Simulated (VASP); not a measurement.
Here is the system:

```
CELL_PARAMETERS angstrom
      0.00000     1.91809     1.91809
      1.91809     0.00000     1.91809
      1.91809     1.91809     0.00000
ATOMIC_POSITIONS crystal
  Rh 0.00000 0.00000 0.00000
```

These are PW91 GGA, VASP's PBE PAW potentials (set 64) (plane waves; VASP) values and carry that method's errors. Numerical set-up: 520 eV cut-off, Gaussian smearing of 0.050 eV, potentials Rh_pv.

Give the energies of bands 4 to 9 at the high-symmetry points, in eV from the Fermi level.

| band | Γ | X | U | L | W |
|---|---|---|---|---|---|
| 4 | -7.71 | -6.05 | -5.28 | -5.88 | -4.80 |
| 5 | -2.96 | -5.71 | -4.56 | -3.03 | -3.64 |
| 6 | -2.96 | 0.51 | -1.97 | -3.03 | -3.64 |
| 7 | -2.96 | 0.94 | -0.66 | 0.54 | -1.15 |
| 8 | -0.96 | 0.94 | 0.36 | 0.54 | 0.95 |
| 9 | -0.96 | 3.29 | 7.74 | 0.84 | 9.48 |

It has no gap at this level: it comes out as a metal or semimetal.

The compound is Rh in the fcc structure. It was relaxed first.
